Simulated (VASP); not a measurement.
A run of VASP 6.6.1 is set up as follows.

File INCAR:

```
PREC     = Accurate       # precision mode
ENCUT    = 520            # plane-wave cutoff, eV
EDIFF    = 1E-6           # SCF threshold, eV
ISMEAR   = 0              # smearing method
SIGMA    = 0.1            # smearing width, eV
LREAL    = False          # projectors in reciprocal space
LASPH    = True           # aspherical terms in the spheres
NELM     = 100            # most SCF steps
ALGO     = Fast           # electronic algorithm
ISIF     = 2              # what is computed and relaxed
LWAVE    = False          # write WAVECAR
LCHARG   = False          # write CHGCAR
LDIPOL   = True         
IDIPOL   = 3            
DIPOL    = 0.5 0.5 0.295
GGA      = PE             # functional
NBANDS   = 14             # bands
```

KPOINTS

```
regular mesh
0
Gamma
  18 18 1
```

Contents of POSCAR:

```
MgAu
1.0
    3.0571807151      0.0000000000      0.0000000000
    0.0000000000      3.0571807151      0.0000000000
    0.0000000000      0.0000000000     27.0735392000
Mg Au
1 1
Direct
    0.5000000000      0.5000000000      0.3259386492
    0.0000000000      0.0000000000      0.2650442984
```

Potentials or basis: VASP PAW PBE potentials, release 64 (Mg, Au).

The run is started by

```bash
$ cat potpaw_PBE.64/Mg/POTCAR potpaw_PBE.64/Au/POTCAR > POTCAR
$ mpirun -np 1 vasp_std > vasp.out
```

Problem. What does it give for the band gap on the k mesh?

Solution. None (metal or under the smearing width).

Problem. Estimate the largest force.

Solution. 0.016 eV/Å.

Forces in eV/Å, atoms in the order of the input:
```
Mg   0.000  0.000 -0.016
Au   0.000  0.000  0.016
```

The run has no spin-orbit coupling, so splittings on Au are missing.
